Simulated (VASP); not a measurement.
A convergence study with VASP on AgO (space group Cccm): one setting is varied, all else stays as given below, so the limit is that of these other settings.

```yaml
crystal:
  lattice:
    - [2.36392, -2.37756, 0.00000]
    - [2.36392, 2.37756, 0.00000]
    - [0.00000, 0.00000, 5.65396]
  atoms:
    - { symbol: Ag, position: [0.50000, 0.00000, 0.50000] }
    - { symbol: Ag, position: [0.00000, 0.50000, 0.00000] }
    - { symbol: O, position: [0.00000, 0.00000, 0.25000] }
    - { symbol: O, position: [0.00000, 0.00000, 0.75000] }
```

Calculation: PBEsol GGA, VASP's PBE PAW potentials (set 64) (plane waves; VASP). The tightest run used: 700 eV cut-off, 14×14×8 Monkhorst-Pack mesh, first-order Methfessel-Paxton smearing of 0.10 eV, potentials Ag O.

```tsv
setting	E (eV/atom)	pressure (GPa)	irreducible k-points
1×1×1 mesh	-3.8243	-13.84	1
2×2×1 mesh	-4.3804	-11.32	2
3×3×2 mesh	-4.3511	-11.05	4
4×4×2 mesh	-4.3028	-10.37	6
```

Task: These are the cheaper rows. Estimate the results at 14×14×8 mesh, and how far the last row shown lies from them.

Result: 
```
quantity        tightest run  last row shown is off by
--------------  ------------  ------------------------
E (eV/atom)          -4.3315                    0.0287
pressure (GPa)        -10.58                      0.20
```

Left out are rungs that failed or repeat a setting and relaxations that didn't move; long series are thinned to 24 rows.

The structure comes from a computed database's AgO entry (Cccm); how it stands against other phases isn't given here. The cell was not relaxed at this level.
